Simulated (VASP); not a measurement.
VASP input:

File POSCAR:
```
Si
1
    0.0000000000     2.6599624697     2.6599624697
    2.6599624697     0.0000000000     2.6599624697
    2.6599624697     2.6599624697     0.0000000000
Si
2
Direct
  0.0000000000   0.0000000000   0.0000000000
  0.2500000000   0.2500000000   0.2500000000
```

**KPOINTS**
```
Automatic
0
gamma
  9 9 9
```

INCAR:
```
# general
SYSTEM  = Si
PREC    = Accurate
ENCUT   = 500
LREAL   = .FALSE.
LASPH   = .TRUE.

# electronic loop
EDIFF   = 1E-6
NELM    = 100
ALGO    = Normal

# smearing
ISMEAR  = 0
SIGMA   = 0.05

# ions
IBRION  = 2
NSW     = 40
ISIF    = 3
EDIFFG  = -0.02
PSTRESS = 100

# output
LWAVE   = .FALSE.
LCHARG  = .FALSE.
```

POTCAR, in this order: Si (LDA.64 set). Program: vasp_std.

Question: Write an equivalent input for Quantum ESPRESSO's pw.x.

Answer: One equivalent input (not run):
```
&CONTROL
  calculation = 'vc-relax'
  pseudo_dir = './pseudo'
  outdir = './out'
  tprnfor = .true.
  tstress = .true.
  nstep = 40
  forc_conv_thr = 0.00078
/
&SYSTEM
  ibrav = 0
  nat = 2
  ntyp = 1
  ecutwfc = 32
  occupations = 'smearing'
  smearing = 'gaussian'
  degauss = 0.003675
  input_dft = 'pz'
/
&ELECTRONS
  conv_thr = 7.3e-08
  electron_maxstep = 100
/
&IONS
/
&CELL
  press = 100
/
ATOMIC_SPECIES
  Si 28.085 Si.upf
CELL_PARAMETERS angstrom
     0.0000000    2.6599625    2.6599625
     2.6599625    0.0000000    2.6599625
     2.6599625    2.6599625    0.0000000
ATOMIC_POSITIONS crystal
  Si   0.0000000  0.0000000  0.0000000
  Si   0.2500000  0.2500000  0.2500000
K_POINTS automatic
  9 9 9 0 0 0
```
Limits of the translation: the potentials are each code's own (VASP's PAW set, PseudoDojo norm-conserving files in pw.x), so ENCUT and ecutwfc are chosen apart and not converted; conv_thr bounds pw.x's estimated SCF error, while EDIFF bounds the energy change between steps; forc_conv_thr acts on force components and is met together with etot_conv_thr.

The compound is Si in the diamond structure. This run relaxes it under an external pressure of 10 GPa. Symmetry was kept, so distortions that lower it aren't found.
